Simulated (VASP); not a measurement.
VASP runs on TcSb (space group P-6m2) share one base input (PBE GGA, plane waves, VASP's PBE PAW potentials (set 64)) and change the settings named in each case.

POSCAR:
```
TcSb
1
    3.7576060000     0.0000000000     0.0000000000
   -1.8788030000     3.2541820000     0.0000000000
    0.0000000000     0.0000000000     3.6672370000
Tc Sb
1 1
Direct
  0.0000000000   0.0000000000   0.0000000000
  0.6666670000   0.3333330000   0.5000000000
```

**INCAR**
```
# general
SYSTEM  = TcSb
PREC    = Accurate
ENCUT   = 300   # plane-wave cut-off (eV)
LREAL   = .False.
LASPH   = .True.   # aspherical one-centre terms

# electronic loop
EDIFF   = 1E-6
NELM    = 100
ALGO    = Normal   # blocked Davidson
LMAXMIX = 4

# smearing
ISMEAR  = 0
SIGMA   = 0.2

# functional
GGA     = PE

# ions
ISIF    = 2

# output
LWAVE   = .False.
LCHARG  = .False.
```

**KPOINTS**
```
Automatic mesh
0
Gamma
8 8 7
0 0 0
```

POTCAR, in this order: Tc_pv Sb (PBE.64 set). Program: vasp_std.

| change | E(σ→0) (eV/atom) | pressure (GPa) | −TS (eV) |
|---|---|---|---|
| base run | -6.7587 | -15.76 | -0.0633 |
| GGA = PS | -7.3480 | -20.11 | -0.0635 |
| GGA_COMPAT = .FALSE., LNONCOLLINEAR = .TRUE., LSORBIT = .TRUE., MAGMOM = 0.0 0.0 0.0 0.0 0.0 0.0, program vasp_ncl | -6.8415 | -15.61 | -0.0623 |
| KPOINTS 2×2×2 Γ-centred mesh | -6.3867 | -12.33 | -0.0936 |
 Energies of different potentials or functionals have different zeros.  Unless said otherwise, spin-orbit coupling is left out, though it shifts the bands of the heavy elements here. At 300 eV the pressure can carry a Pulay error.

Left out are runs that ran out of time, are held back, or changed the cell or the kind of run, fixed moments of cells without a moment, rows past the twelfth, gaps on odd meshes, pressures of charged cells and columns that move by less than the noise.

The structure was generated: TcSb was put into an ordered model structure, which need not be its known phase. The cell was not relaxed at this level.
